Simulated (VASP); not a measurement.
**ZnIr2O4: relaxation of cell and atoms with PBE+D3(BJ)**

ZnIr2O4:

```
Zn Ir O
1.0
     0.00000    4.37468    4.37468
     4.37468    0.00000    4.37468
     4.37468    4.37468    0.00000
Zn Ir O
2 4 8
Direct
  0.75000 0.75000 0.75000
  0.50000 0.50000 0.50000
  0.12500 0.12500 0.62500
  0.12500 0.62500 0.12500
  0.62500 0.12500 0.12500
  0.12500 0.12500 0.12500
  0.36356 0.36356 0.90931
  0.36356 0.90931 0.36356
  0.90931 0.36356 0.36356
  0.36356 0.36356 0.36356
  0.88644 0.88644 0.34069
  0.88644 0.34069 0.88644
  0.34069 0.88644 0.88644
  0.88644 0.88644 0.88644
```

The cell comes from a database or a generator and needn't be the stable form of this composition.

```json
{
  "Program": "VASP 6.6.1",
  "Task": "relaxation of cell and atoms",
  "Functional": "PBE",
  "Dispersion": "D3(BJ)",
  "Potentials or basis": "VASP PAW PBE potentials, release 64 (Zn, Ir, O)",
  "Cutoff": "600 eV",
  "k mesh": "6 × 6 × 6",
  "Occupations": "gaussian, width 0.03 eV",
  "Spin": "no spin polarisation",
  "Further INCAR settings": "ALGO = Normal; EDIFF = 1e-06; IBRION = 2; EDIFFG = -0.01; NSW = 90; ISIF = 3"
}
```

| Item | Value |
| --- | --- |
| Relaxed volume | 11.69 Å³/atom |
| Relaxed cell | a = 6.141 Å, b = 6.141 Å, c = 6.141 Å, α = 60.00°, β = 60.00°, γ = 60.00° |
| Space group after relaxing (to 0.05 Å) | Fd-3m (No. 227) |
| Energy gained by relaxing | 3.2 meV/atom |
| Ionic steps | 7 |
| Pressure after relaxing | 0.1 GPa |
| Largest force after relaxing | 0.006 eV/Å |
| Band gap on the k mesh | 0.58 eV, indirect (least direct gap 0.65 eV) |
| Dispersion energy per atom | -0.257 eV |

Forces in eV/Å, atoms in the order of the input:
```
Zn   0.000  0.000  0.000
Zn   0.000  0.000  0.000
Ir   0.000  0.000  0.000
Ir   0.000  0.000  0.000
Ir   0.000  0.000  0.000
Ir   0.000  0.000  0.000
O   -0.004 -0.004  0.004
O   -0.004  0.004 -0.004
O    0.004 -0.004 -0.004
O    0.004  0.004  0.004
O    0.004  0.004 -0.004
O    0.004 -0.004  0.004
O   -0.004  0.004  0.004
O   -0.004 -0.004 -0.004
```

The path:
```tsv
step	energy change (eV)	largest force (eV/Å)	pressure (GPa)	volume (Å³)
1	0.0000	0.0376	-3.88	167.44
2	0.0321	0.4327	5.62	160.52
3	-0.0374	0.1535	-0.09	164.46
4	-0.0374	0.1569	0.01	164.41
5	-0.0431	0.0637	0.07	163.98
6	-0.0442	0.0118	0.10	163.75
7	-0.0442	0.0065	0.10	163.72
```

Final structure:
```
Zn Ir O
1.0
     0.00000    4.34205    4.34205
     4.34205    0.00000    4.34205
     4.34205    4.34205    0.00000
Zn Ir O
2 4 8
Direct
  0.75000 0.75000 0.75000
  0.50000 0.50000 0.50000
  0.12500 0.12500 0.62500
  0.12500 0.62500 0.12500
  0.62500 0.12500 0.12500
  0.12500 0.12500 0.12500
  0.36422 0.36422 0.90734
  0.36422 0.90734 0.36422
  0.90734 0.36422 0.36422
  0.36422 0.36422 0.36422
  0.88578 0.88578 0.34266
  0.88578 0.34266 0.88578
  0.34266 0.88578 0.88578
  0.88578 0.88578 0.88578
```

Levels at points of the mesh, in eV from the valence-band top:
```
           k point  band 51  band 52  band 53  band 54  band 55  band 56  band 57  band 58
(0.00, 0.00, 0.00)    -0.14    -0.07    -0.07    -0.07     0.58     2.65     2.65     2.65
(0.50, 0.00, 0.00)    -0.41    -0.14    -0.10    -0.10     2.00     2.40     2.40     2.44
(0.50, 0.50, 0.00)    -0.14    -0.14     0.00     0.00     0.84     0.84     2.04     2.04
```

It took 7.7 min on 4 MPI ranks on Intel(R) Xeon(R) Platinum 8259CL CPU @ 2.50GHz (Skylake/Cascade Lake), on a shared host, peak memory 0.51 GiB a rank.

Caveat: spin-orbit coupling is left out, which moves the levels of the heavy elements. A k mesh can miss the band edges.
